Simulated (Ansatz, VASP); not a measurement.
## SiF: VASP beside Ansatz

```xyz
2
Lattice="1.3113 0.7571 3.8187 -1.3113 0.7571 3.8187 0.0000 -1.5141 3.8187" Properties=species:S:1:pos:R:3 pbc="T T T"
Si    0.0000    0.0000    5.7281
F     0.0000    0.0000    0.0000
```

The cell was built by a generator and needn't be a form met in nature.

Alike in both runs: task single point; functional PBE; k mesh 12 × 12 × 12; occupations fermi-dirac, width 0.05 eV; no spin polarisation.

|  | VASP | Ansatz |
| --- | --- | --- |
| version | VASP 6.6.1 | Ansatz 0.2.0 |
| potentials or method | VASP PAW PBE potentials, release 64 (Si, F) | Ansatz PAW |
| plane-wave cutoff (eV) | 520 | 420 |
| valence electrons in the cell | 11 | 11 |

VASP gave:

- gap on the k mesh at the Fermi level (eV): none
- pressure (GPa): 6.2
- largest component of the traceless stress (GPa): 2.89

**Question.** Which values does Ansatz return?

**Answer.** gap on the k mesh at the Fermi level (eV): none; pressure (GPa): 6.4; largest component of the traceless stress (GPa): 2.86.

A gap of «none» marks a metal or a gap that the smearing closes. With one functional, cell and mesh, what is left measures potentials, basis and numerics.

Caveats: an odd number of electrons without spin polarisation forces a metal; a magnetic or distorted state may lie lower; the pressure holds a Pulay correction of +0.6 GPa for the finite cutoff (Ansatz).
